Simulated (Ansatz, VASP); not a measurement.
# P2W in two plane-wave programs

Aim: how closely do two programs agree when they are given the same cell, functional and k mesh?

Program: Ansatz 0.2.0. Level of theory: plane waves, with VASP 6.6.1 beside it; single point at PBEsol. Results are calculated unless marked as measured.

## (1) The starting structure

It takes space group Cmc2_1 (No. 36, orthorhombic). Conventional cell: a = 3.153 Å, b = 11.123 Å, c = 4.945 Å, α = 90.00°, β = 90.00°, γ = 90.00°. W has 7 P at 2.47 to 2.49 Å nearest. Nearest to P lie 1 P at 2.16 Å and 3 W at 2.48 to 2.49 Å. P has 1 P at 2.16 Å and 4 W at 2.47 to 2.48 Å nearest. Farther neighbours are not listed.

## (2) Ansatz: single point, PBEsol

Ansatz runs on its default PAW (the set named soft_2) files.

With cell and atoms fixed, the geometry can't cause a difference; cores, projectors, grids and the points listed under the comparison can.

Contents of input.yaml:

```yaml
crystal:
  lattice:
    - [1.5765670832, 5.5614396217, 4.9446557698]
    - [1.5765670832, -5.5614396217, 4.9446557698]
    - [9.4594024992, 0.0, 0.0]
  atoms:
    - { symbol: W, position: [0.6574061894, 0.8430688428, 0.0832541613] }
    - { symbol: W, position: [0.6574061894, 0.8430688428, 0.4165874946] }
    - { symbol: W, position: [0.1574061894, 0.3430688428, 0.249920828] }
    - { symbol: W, position: [0.6574061894, 0.8430688428, 0.749920828] }
    - { symbol: W, position: [0.1574061894, 0.3430688428, 0.5832541613] }
    - { symbol: W, position: [0.1574061894, 0.3430688428, 0.9165874946] }
    - { symbol: W, position: [0.5930688428, 0.4074061894, 0.1665874946] }
    - { symbol: W, position: [0.5930688428, 0.4074061894, 0.499920828] }
    - { symbol: W, position: [0.0930688428, 0.9074061894, 0.3332541613] }
    - { symbol: W, position: [0.5930688428, 0.4074061894, 0.8332541613] }
    - { symbol: W, position: [0.0930688428, 0.9074061894, 0.6665874946] }
    - { symbol: W, position: [0.0930688428, 0.9074061894, 0.999920828] }
    - { symbol: P, position: [0.3529419184, 0.9464204016, 0.1167729467] }
    - { symbol: P, position: [0.3529419184, 0.9464204016, 0.45010628] }
    - { symbol: P, position: [0.8529419184, 0.4464204016, 0.2834396133] }
    - { symbol: P, position: [0.3529419184, 0.9464204016, 0.7834396133] }
    - { symbol: P, position: [0.8529419184, 0.4464204016, 0.6167729467] }
    - { symbol: P, position: [0.8529419184, 0.4464204016, 0.95010628] }
    - { symbol: P, position: [0.1964204016, 0.6029419184, 0.0334396133] }
    - { symbol: P, position: [0.1964204016, 0.6029419184, 0.3667729467] }
    - { symbol: P, position: [0.6964204016, 0.1029419184, 0.20010628] }
    - { symbol: P, position: [0.1964204016, 0.6029419184, 0.70010628] }
    - { symbol: P, position: [0.6964204016, 0.1029419184, 0.5334396133] }
    - { symbol: P, position: [0.6964204016, 0.1029419184, 0.8667729467] }
    - { symbol: P, position: [0.378924323, 0.2382383248, 0.0638062254] }
    - { symbol: P, position: [0.378924323, 0.2382383248, 0.3971395587] }
    - { symbol: P, position: [0.878924323, 0.7382383248, 0.230472892] }
    - { symbol: P, position: [0.378924323, 0.2382383248, 0.730472892] }
    - { symbol: P, position: [0.878924323, 0.7382383248, 0.5638062254] }
    - { symbol: P, position: [0.878924323, 0.7382383248, 0.8971395587] }
    - { symbol: P, position: [0.9882383248, 0.128924323, 0.1471395587] }
    - { symbol: P, position: [0.9882383248, 0.128924323, 0.480472892] }
    - { symbol: P, position: [0.4882383248, 0.628924323, 0.3138062254] }
    - { symbol: P, position: [0.9882383248, 0.128924323, 0.8138062254] }
    - { symbol: P, position: [0.4882383248, 0.628924323, 0.6471395587] }
    - { symbol: P, position: [0.4882383248, 0.628924323, 0.980472892] }
hamiltonian:
  xc: pbesol
  pseudopotentials: { kind: paw }
kpoints:
  mp_grid: { grid: [3, 3, 3] }
scf:
  occupations: { method: methfessel_paxton, width: 0.2 }
  n_extra_bands: 13
output:
  forces: true
  stress: true
  eigenvalues: true
  write_density: true
  write_potential: true
  elf: true
  volumetric_format: npy
```

Started as:

```sh
> ansatz run input.yaml --threads 8 --pin off --max-ram 18432MiB --backend cpu --events-out ev --progress --plain --runs-dir out
```

Numbers of over 12 decimals in the logs are rounded to 6 here.

What it wrote:

```text
scf.n_extra_bands = 13 over 144 filled bands (N_el = 288.0): the run solves 157 bands
Engine: ansatz 0.2.0, aarch64-unknown-linux-gnu
Pseudopotentials: kind: paw
Pseudopotential: W, paw, valence charge 14, recommended cutoff 420 eV (normal), W.paw.azcp
Pseudopotential: P, paw, valence charge 5, recommended cutoff 420 eV (normal), P.paw.azcp
Functional definition: PBEsol
  exchange = pbesol_x
  correlation = pbesol_c
Crystal: 36 atoms, lattice volume = 520.256 Å³
Basis set: ecut = 420 eV, 10203 PW (Γ), exchange–correlation on 108×108×128 points (8 copies of the dense FFT grid, shifted against one another)
Bands: 157, of which v1, the nominal top of the filled ones, is band 144 counted from 1 (143 counted from 0)
Symmetry: 12 space group operations
Space group: Cmc21 (ITA 36), of the structure as read, at distance tolerance 8.0e-5 Å
k-points: 10 of 27 (time reversal used)
Non-local potential: W, projectors of the file, l = 0: 3, l = 1: 2, l = 2: 2, l = 3: 1
Non-local potential: P, projectors of the file, l = 0: 2, l = 1: 2, l = 2: 2
PAW form: soft (Blöchl's): semilocal exchange-correlation on the pseudo side does not see the compensation charge
PAW frozen core: W, regenerated for the run's functional, and the local potential with it (the file was generated under x = pbe(κ = 0.804, μ = 0.219515), c = pbe(β = 0.066725))
PAW frozen core: P, regenerated for the run's functional, and the local potential with it (the file was generated under x = pbe(κ = 0.804, μ = 0.219515), c = pbe(β = 0.066725))
PAW one-centre angular grid: W, 590 points (default); XC on 64 Gauss nodes
PAW one-centre angular grid: P, 110 points (default); XC on 64 Gauss nodes
Initial density: superposition of atomic densities (neutral atoms: chi_scale 0, normalization atom), corrected by the library's trained network
Initial wavefunctions: pseudopotential atomic-orbital guess
Functional: x = pbesol(κ = 0.804, μ = 0.123457), c = pbesol(β = 0.046)
SCF iter   1: F=—  HF=-140857.451618 eV  |F-HF|=—  |Δ(HF+E_count)|=         —  Δρ=8.72e-3  dr2=4.78e-1  ethr=1.77e-3  ⟨swp⟩=6.0  Hψ=6784  notcnv=0
preconditioner: auto → Kerker (q_TF=auto, 2.472 Å⁻¹)  [metal: Δε(μ)=0.016 eV  Ē_g=7.020 eV  σ=0.200 eV  W_gap=0.07  n_scr=132 (ndim 8)  ℏωp=22.6 eV  f_vac=0.000  D(μ)=5.71/eV (n_scr^D=26)]
SCF iter   2: F=—  HF=-140857.366386 eV  |F-HF|=—  |Δ(HF+E_count)|=   8.52e-2  S|Δr|=    0.00e0  Δρ=3.99e-3  dr2=6.19e-2  ethr=1.66e-4  ⟨swp⟩=2.0  Hψ=2257  notcnv=0  defer=1
SCF iter   3: F=—  HF=-140857.357324 eV  |F-HF|=—  |Δ(HF+E_count)|=   9.06e-3  S|Δr|=    0.00e0  Δρ=1.34e-3  dr2=7.54e-3  ethr=2.15e-5  ⟨swp⟩=2.0  Hψ=2126  notcnv=0  defer=1
SCF iter   4: F=—  HF=-140857.355937 eV  |F-HF|=—  |Δ(HF+E_count)|=   1.39e-3  S|Δr|=    0.00e0  Δρ=1.80e-4  dr2=1.91e-4  ethr=2.62e-6  ⟨swp⟩=2.2  Hψ=2497  notcnv=0  defer=1
SCF iter   5: F=—  HF=-140857.355870 eV  |F-HF|=—  |Δ(HF+E_count)|=   6.79e-5  S|Δr|=    0.00e0  Δρ=3.19e-5  dr2=6.30e-6  ethr=6.63e-8  ⟨swp⟩=2.0  Hψ=2514  notcnv=0  defer=1
SCF iter   6: F=—  HF=-140857.355365 eV  |F-HF|=—  |Δ(HF+E_count)|=   5.04e-4  S|Δr|=    0.00e0  Δρ=6.99e-6  dr2=3.86e-7  ethr=2.19e-9  ⟨swp⟩=2.0  Hψ=2470  notcnv=0  defer=1
SCF iter   7: F=-140857.355365 eV  HF=-140857.355365 eV  |F-HF|=2.68e-9  |Δ(HF+E_count)|=   2.99e-8  S|Δr|=    0.00e0  Δρ=1.51e-6  dr2=1.22e-8  ethr=3.47e-11  ⟨swp⟩=14.4  Hψ=11792  notcnv=0
SCF 1 converged in 7 iterations: F = -140857.355365 eV  dr2 = 1.22e-8
  greatest PAW one-centre occupation: 1.000 electrons in one spin orbital (limit 2), on the W atom at site 11 (counted from 0), in its partial waves of l = 0
SCF converged after 7 iterations
Stability not checked: this state was not tested for a lower state beside it, because cold or Methfessel-Paxton smearing, or corrected tetrahedra, fill the levels in a way that the test cannot read (fill_not_monotonic; see scf.lower_state_search)
Free energy (F): -140857.355365 eV
Harris-Foulkes:  -140857.355365 eV  (|F-HF|=2.68e-9)
Internal energy: -140857.352755 eV  (E = F + TS)
E sigma→0 (E₀):  -140857.354713 eV
Entropy (-TS):   -0.002610 eV (-0.072 meV/atom)
Fermi energy:    15.684153 eV
--- Per-component energies (eV) ---
  E_band       = -1143.612088
  E_kinetic    = 7200.014077
  E_local      = -12556.897808  (includes V_loc(G=0)·N_el)
  E_nonlocal   = 847.021168
  E_hartree    = 4733.887770
  E_xc         = -4694.695841
  E_vxc        = -4383.545411  (∫ρ·V_xc dr)
  E_paw        = -114537.088783  (= ΣΔE_a)
  E_vpaw       = -1717.975653  (= ΣTr[D̂ρ^β])
  E_aug_tail   = -0.000641  (compensation charges beyond the density's cutoff)
  E_ewald      = -21853.360510
  E_core_change = 3.767812  (= ΣΔE_core)
  E_smearing   = -0.002610  (= −TS)
  E_closure    = -0.000000  (closes the sum)
  Σ components = -140857.355365   (vs F -140857.355365, Δ=0.00e0)
--- Forces (eV/Å), atoms counted from 1 ---
  atom   1  W     -0.00018291    -0.09054203     0.00110653
  atom   2  W     -0.00018291    -0.09054203     0.00110653
  atom   3  W     -0.00018291    -0.09054203     0.00110653
  atom   4  W     -0.00018291    -0.09054203     0.00110653
  atom   5  W     -0.00018291    -0.09054203     0.00110653
  atom   6  W     -0.00018291    -0.09054203     0.00110653
  atom   7  W     -0.00018291     0.09054203     0.00110653
  atom   8  W     -0.00018291     0.09054203     0.00110653
  atom   9  W     -0.00018291     0.09054203     0.00110653
  atom  10  W     -0.00018291     0.09054203     0.00110653
  atom  11  W     -0.00018291     0.09054203     0.00110653
  atom  12  W     -0.00018291     0.09054203     0.00110653
  atom  13  P      0.00294031     0.00529192    -0.02783182
  atom  14  P      0.00294031     0.00529192    -0.02783182
  atom  15  P      0.00294031     0.00529192    -0.02783182
  atom  16  P      0.00294031     0.00529192    -0.02783182
  atom  17  P      0.00294031     0.00529192    -0.02783182
  atom  18  P      0.00294031     0.00529192    -0.02783182
  atom  19  P      0.00294031    -0.00529192    -0.02783182
  atom  20  P      0.00294031    -0.00529192    -0.02783182
  atom  21  P      0.00294031    -0.00529192    -0.02783182
  atom  22  P      0.00294031    -0.00529192    -0.02783182
  atom  23  P      0.00294031    -0.00529192    -0.02783182
  atom  24  P      0.00294031    -0.00529192    -0.02783182
[...]
atom  29  P     -0.00275740    -0.01832970     0.02672595
  atom  30  P     -0.00275740    -0.01832970     0.02672595
  atom  31  P     -0.00275740     0.01832970     0.02672595
  atom  32  P     -0.00275740     0.01832970     0.02672595
  atom  33  P     -0.00275740     0.01832970     0.02672595
  atom  34  P     -0.00275740     0.01832970     0.02672595
  atom  35  P     -0.00275740     0.01832970     0.02672595
  atom  36  P     -0.00275740     0.01832970     0.02672595
  max |Σ_I F_I| component: 7.81e-6 eV/Å
--- Stress (GPa, compression-positive) ---
       -0.174680      -0.000000       0.047369
       -0.000000       0.569501       0.000000
        0.047369       0.000000       0.304449
  P = ⅓ Tr σ = 0.2331 GPa (2.331 kbar)
--- Band table (eV; the first three rows and the last of 10) ---
  k-point 0: bands = [... 140 lower, 14.6024, 14.7220, 15.4460, 15.4460, 15.9236, 16.6649, 16.6649, 16.9541, ... 9 higher]
  k-point 1: bands = [... 140 lower, 15.0140, 15.0459, 15.3140, 15.4857, 16.3783, 16.6275, 16.7230, 16.8059, ... 9 higher]
  k-point 2: bands = [... 140 lower, 14.9709, 15.1343, 15.1389, 15.6866, 16.0789, 16.4673, 16.4945, 16.5274, ... 9 higher]
  k-point 9: bands = [... 140 lower, 14.9136, 15.0129, 15.2781, 15.3039, 15.3284, 15.8365, 16.1629, 16.7281, ... 9 higher]
```

It took 42 s on 8 threads of Arm Neoverse N1, shared host; peak memory 3.3 GiB; 5.4 min of CPU time.

The run ends at a pressure of 0.23 GPa, with forces up to 0.091 eV/Å.

## (3) VASP: single point, PBEsol

The same cell, functional, mesh and smearing now go to VASP, with its own data sets and cutoff.

Lines of VASP's logs that name or quote its potential files are left out, and so is its time.

Contents of INCAR:

```
SYSTEM = P2W
PREC = Normal
ENCUT = 300
EDIFF = 1E-05
NELM = 120
ISMEAR = 1
SIGMA = 0.2
LREAL = Auto
ALGO = Fast
GGA = PS
LORBIT = 11
LWAVE = .FALSE.
LCHARG = .FALSE.
KPAR = 4
NCORE = 2
```

Contents of POSCAR:

```
P2W
1.0
    1.5765670832      5.5614396217      4.9446557698
    1.5765670832     -5.5614396217      4.9446557698
    9.4594024992      0.0000000000      0.0000000000
W P
12 24
Direct
    0.6574061894      0.8430688428      0.0832541613
    0.6574061894      0.8430688428      0.4165874946
    0.1574061894      0.3430688428      0.2499208280
    0.6574061894      0.8430688428      0.7499208280
    0.1574061894      0.3430688428      0.5832541613
    0.1574061894      0.3430688428      0.9165874946
    0.5930688428      0.4074061894      0.1665874946
    0.5930688428      0.4074061894      0.4999208280
    0.0930688428      0.9074061894      0.3332541613
    0.5930688428      0.4074061894      0.8332541613
    0.0930688428      0.9074061894      0.6665874946
    0.0930688428      0.9074061894      0.9999208280
    0.3529419184      0.9464204016      0.1167729467
    0.3529419184      0.9464204016      0.4501062800
    0.8529419184      0.4464204016      0.2834396133
    0.3529419184      0.9464204016      0.7834396133
    0.8529419184      0.4464204016      0.6167729467
    0.8529419184      0.4464204016      0.9501062800
    0.1964204016      0.6029419184      0.0334396133
    0.1964204016      0.6029419184      0.3667729467
    0.6964204016      0.1029419184      0.2001062800
    0.1964204016      0.6029419184      0.7001062800
    0.6964204016      0.1029419184      0.5334396133
    0.6964204016      0.1029419184      0.8667729467
    0.3789243230      0.2382383248      0.0638062254
    0.3789243230      0.2382383248      0.3971395587
    0.8789243230      0.7382383248      0.2304728920
    0.3789243230      0.2382383248      0.7304728920
    0.8789243230      0.7382383248      0.5638062254
    0.8789243230      0.7382383248      0.8971395587
    0.9882383248      0.1289243230      0.1471395587
    0.9882383248      0.1289243230      0.4804728920
    0.4882383248      0.6289243230      0.3138062254
    0.9882383248      0.1289243230      0.8138062254
    0.4882383248      0.6289243230      0.6471395587
    0.4882383248      0.6289243230      0.9804728920
```

Contents of KPOINTS:

```
Automatic mesh
0
Gamma
3 3 3
0 0 0
```

PAW data sets: W and P (PBE family, release 64).

Started as:

```sh
> mpirun -np 8 vasp_std
```

What it wrote:

```text
[banner, memory and clock lines left out]
running    8 mpi-ranks, on    1 nodes
[...]
|                                                                             |
|               ----> ADVICE to this user running VASP <----                  |
|                                                                             |
|     You enforced a specific xc type in the INCAR file but a different       |
|     [... a line on the potential file left out ...]
|     I HOPE YOU KNOW WHAT YOU ARE DOING!                                     |
|                                                                             |

 LDA part: xc-table for (Slater+PW92), standard interpolation
 POSCAR, INCAR and KPOINTS ok, starting setup
[...]
entering main loop
       N       E                     dE             d eps       ncg     rms          rms(c)
DAV:   1     0.499158159477E+03    0.49916E+03   -0.60487E+04  2300   0.955E+02
DAV:   2    -0.272245898239E+03   -0.77140E+03   -0.73971E+03  2939   0.229E+02
DAV:   3    -0.331106915693E+03   -0.58861E+02   -0.57239E+02  2952   0.621E+01
DAV:   4    -0.333092469906E+03   -0.19856E+01   -0.19576E+01  2896   0.120E+01
[...]
RMM:  16    -0.321874802041E+03   -0.42798E-05   -0.21367E-04  2741   0.345E-02    0.431E-02
RMM:  17    -0.321874795618E+03    0.64235E-05   -0.43678E-04  3021   0.366E-02    0.397E-02
RMM:  18    -0.321874789781E+03    0.58362E-05   -0.59305E-05  2200   0.201E-02
   1 F= -.32187479E+03 E0= -.32187395E+03  d E =-.251837E-02
```

From OUTCAR (step 3):

```text
  Total       -3.3034932     -0.0214356     -1.1935345      0.0000000      0.0000000      0.1164313
  in kB      -10.1734208     -0.0660131     -3.6756028      0.0000000      0.0000000      0.3585613
  external PRESSURE =      -4.6383455 kB  Pullay stress =       0.0000000 kB

 POSITION                                       TOTAL-FORCE (eV/Angst)
 -----------------------------------------------------------------------------------
      3.15313     -1.03255      7.41933         0.001201     -0.085573      0.002078
      6.30627     -1.03255      7.41933         0.001201     -0.085573      0.002078
      3.15313     -1.03255      2.47468         0.001201     -0.085573      0.002078
      9.45940     -1.03255      7.41933         0.001201     -0.085573      0.002078
      6.30627     -1.03255      2.47468         0.001201     -0.085573      0.002078
      9.45940     -1.03255      2.47468         0.001201     -0.085573      0.002078
      3.15313      1.03255      4.94700         0.001201      0.085573      0.002078
      6.30627      1.03255      4.94700         0.001201      0.085573      0.002078
      4.72970     -4.52889      4.94700         0.001201      0.085573      0.002078
      9.45940      1.03255      4.94700         0.001201      0.085573      0.002078
      7.88284     -4.52889      4.94700         0.001201      0.085573      0.002078
     11.03597     -4.52889      4.94700         0.001201      0.085573      0.002078
      3.15313     -3.30059      6.42490         0.000945      0.002684     -0.018166
      6.30627     -3.30059      6.42490         0.000945      0.002684     -0.018166
[...]
-----------------------------------------------------------------------------------
    total drift:                               -0.062273     -0.000000      0.040526

  FREE ENERGIE OF THE ION-ELECTRON SYSTEM (eV)
  ---------------------------------------------------
  free  energy   TOTEN  =      -321.8747897814 eV

  energy  without entropy=     -321.8722714088  energy(sigma->0) =     -321.87395032

[... 3 further parts left out ...]
[key lines of the parts left out:]
E-fermi :   9.3598
```

The data set W keeps the semicore shell frozen, which is cheaper and a little less accurate.

## (4) Comparison

Known differences besides the potentials themselves: the data sets hold 288 valence electrons in Ansatz (default PAW (the set named soft_2) files) and 192 in VASP; the cutoff is 420 eV in Ansatz and 300 eV in VASP (PREC = Normal, projectors in real space); Ansatz makes its cores anew for this functional, VASP keeps those of its PBE data sets; VASP leaves aspherical gradient terms in its spheres out (LASPH is not set), Ansatz keeps them. Total energies have different zeros and are not compared.

Compared:

| quantity | Ansatz | VASP | difference |
| --- | --- | --- | --- |
| pressure (GPa) | 0.23 | -0.46 | +0.70 |

Forces on 10 of the 36 atoms, those with the largest forces and the largest differences (eV/Å; atoms numbered as in POSCAR):

| atom | Ansatz x, y, z | VASP x, y, z |
| --- | --- | --- |
| W1 | 0.000, -0.091, 0.001 | 0.001, -0.086, 0.002 |
| W3 | 0.000, -0.091, 0.001 | 0.001, -0.086, 0.002 |
| W6 | 0.000, -0.091, 0.001 | 0.001, -0.086, 0.002 |
| W8 | 0.000, 0.091, 0.001 | 0.001, 0.086, 0.002 |
| W10 | 0.000, 0.091, 0.001 | 0.001, 0.086, 0.002 |
| W11 | 0.000, 0.091, 0.001 | 0.001, 0.086, 0.002 |
| W12 | 0.000, 0.091, 0.001 | 0.001, 0.086, 0.002 |
| P32 | -0.003, 0.018, 0.027 | -0.002, 0.000, 0.016 |
| P33 | -0.003, 0.018, 0.027 | -0.002, 0.000, 0.016 |
| P34 | -0.003, 0.018, 0.027 | -0.002, 0.000, 0.016 |

The forces differ by 8.0 meV/Å r.m.s., which is 27.1 % of the r.m.s. force of 0.03 eV/Å (both taken over all components).

## (5) Results

| Quantity | Value |
| --- | --- |
| difference in pressure (single point, PBEsol) | 0.70 GPa |
| r.m.s. force difference (single point, PBEsol) | 8.0 meV/Å |

What this shows: The difference in pressure is 0.70 GPa (single point, PBEsol), within the 1 GPa picked in this series as the mark of a large difference. Such differences can come from data sets, numerical settings and the points named under the comparisons, not from the functional's error against experiment.

[Lines on the potential files, build, host, timing and source positions are cut from VASP's logs without a mark.]

[Logs are printed without paths, hosts, clocks, repeated set-up lines and the standing remarks that a program may print on its own settings, such as how far it seeks lower states.]

[Hosts, paths, dates, database ids (printed as entryN), source tags and the programs' standing remarks are cut or masked in the printed files.]
